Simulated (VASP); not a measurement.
The input files of a VASP run:

INCAR:
```
SYSTEM  =  CuCl
PREC  =  Accurate; ENCUT  =  400; LREAL  =  .FALSE.
LASPH  =  .TRUE.
EDIFF  =  1E-6; NELM  =  100; ALGO  =  Normal
LMAXMIX  =  4
ISMEAR  =  0; SIGMA  =  0.05
GGA  =  PE
LDAUL  =  2 -1
LDAUU  =  6.0 0
LDAUJ  =  0 0
LDAU  =  .TRUE.; LDAUTYPE  =  2; LDAUPRINT  =  1
ISIF  =  2
LWAVE  =  .FALSE.; LCHARG  =  .FALSE.; LORBIT  =  10
```

File POSCAR:
```
CuCl
1
    0.0000000000     2.7591000000     2.7591000000
    2.7591000000     0.0000000000     2.7591000000
    2.7591000000     2.7591000000     0.0000000000
Cu Cl
1 1
Direct
  0.0000000000   0.0000000000   0.0000000000
  0.2500000000   0.2500000000   0.2500000000
```

KPOINTS:
```
Automatic mesh
0
Gamma
8 8 8
0 0 0
```

POTCAR, in this order: Cu Cl (PBE.64 set). Program: vasp_std.

### Question
Translate this PBE+U calculation to Quantum ESPRESSO's pw.x.

### Answer
One equivalent input (not run):
```
&CONTROL
  calculation = 'scf'
  pseudo_dir = './pseudo'
  outdir = './out'
  tprnfor = .true.
  tstress = .true.
/
&SYSTEM
  ibrav = 0
  nat = 2
  ntyp = 2
  ecutwfc = 92
  occupations = 'smearing'
  smearing = 'gaussian'
  degauss = 0.003675
  input_dft = 'pbe'
/
&ELECTRONS
  conv_thr = 7.3e-08
  electron_maxstep = 100
/
ATOMIC_SPECIES
  Cu 63.546 Cu.upf
  Cl 35.450 Cl.upf
CELL_PARAMETERS angstrom
     0.0000000    2.7591000    2.7591000
     2.7591000    0.0000000    2.7591000
     2.7591000    2.7591000    0.0000000
ATOMIC_POSITIONS crystal
  Cu   0.0000000  0.0000000  0.0000000
  Cl   0.2500000  0.2500000  0.2500000
K_POINTS automatic
  8 8 8 0 0 0
HUBBARD {ortho-atomic}
U Cu-3d 6
```
Limits of the translation: the potentials are each code's own (VASP's PAW set, PseudoDojo norm-conserving files in pw.x), so ENCUT and ecutwfc are chosen apart and not converted; conv_thr bounds pw.x's estimated SCF error, while EDIFF bounds the energy change between steps; the +U projectors differ (PAW spheres against orthogonalised atomic orbitals), so the same U acts differently.

The compound is CuCl in the zinc blende structure. The cell was not relaxed at this level. The run is one of a series of settings (LDAU = .TRUE., LDAUJ = 0 0, LDAUL = 2 -1, LDAUTYPE = 2, LDAUU = 6.0 0 against the base run), some of them coarse on purpose.
